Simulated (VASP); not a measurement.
Crystal: BiSbS4.

```
Sb Bi S
1.0
    -3.23000    3.23000    7.10000
     3.23000   -3.23000    7.10000
     3.23000    3.23000   -7.10000
Sb Bi S
2 2 8
Direct
  0.00000 0.00000 0.00000
  0.75000 0.25000 0.50000
  0.25000 0.75000 0.50000
  0.50000 0.50000 0.00000
  0.64500 0.05500 0.89000
  0.16500 0.75500 0.11000
  0.94500 0.83500 0.59000
  0.24500 0.35500 0.41000
  0.58500 0.49500 0.39000
  0.80500 0.41500 0.91000
  0.10500 0.19500 0.61000
  0.50500 0.89500 0.09000
```

The cell was built by a generator and needn't be a form met in nature.

| Property | Result |
| --- | --- |
| Program | VASP 6.6.1 |
| Task | relaxation of cell and atoms |
| Functional | PBE |
| Potentials or basis | VASP PAW PBE potentials, release 64 (Sb, Bi_d, S) |
| Cutoff | 520 eV |
| k mesh | 3 × 3 × 3 |
| Occupations | gaussian, width 0.15 eV |
| Spin | no spin polarisation |

At the start: pressure 1.8 GPa; volume 24.69 Å³/atom.

Problem. Where does the relaxation end?

Solution. Over 12 steps the energy falls by 55.9 meV/atom and the volume is 25.28 Å³/atom (+2.4 %); space group I4_1/a (No. 88, to 0.05 Å).

The path:
```tsv
step	energy change (eV)	largest force (eV/Å)	pressure (GPa)	volume (Å³)
1	0.0000	0.7566	1.85	296.29
2	-0.1826	0.5022	-1.47	308.66
3	-0.1827	0.4974	-1.34	308.84
4	-0.3563	0.4284	-1.18	304.95
5	-0.5972	0.2055	1.19	293.44
6	-0.6341	0.2792	-0.50	301.45
7	-0.6374	0.2544	-0.27	299.47
8	-0.6658	0.0922	0.31	298.82
9	-0.6669	0.0863	0.38	298.70
10	-0.6653	0.1013	0.64	298.44
11	-0.6669	0.0856	0.47	298.62
12	-0.6711	0.0412	-0.34	303.41
```

Final structure:
```cif
data_structure
_symmetry_space_group_name_H-M 'P 1'
_symmetry_Int_Tables_number 1
_cell_length_a 8.6993
_cell_length_b 8.6993
_cell_length_c 8.6993
_cell_angle_alpha 136.917
_cell_angle_beta 136.917
_cell_angle_gamma 62.566
_cell_volume 303.41
loop_
_atom_site_label
_atom_site_type_symbol
_atom_site_fract_x
_atom_site_fract_y
_atom_site_fract_z
_atom_site_occupancy
Sb1 Sb 0.00000 0.00000 0.00000 1
Sb2 Sb 0.75000 0.25000 0.50000 1
Bi1 Bi 0.25000 0.75000 0.50000 1
Bi2 Bi 0.50000 0.50000 0.00000 1
S1 S 0.65146 0.09522 0.92079 1
S2 S 0.17443 0.73067 0.07921 1
S3 S 0.90478 0.82557 0.55624 1
S4 S 0.26933 0.34854 0.44376 1
S5 S 0.57557 0.51933 0.42079 1
S6 S 0.84522 0.42443 0.94376 1
S7 S 0.09854 0.15478 0.57921 1
S8 S 0.48067 0.90146 0.05624 1
```

Caveat: the k mesh is coarse (spacing up to 0.46 Å⁻¹), so the values aren't converged.
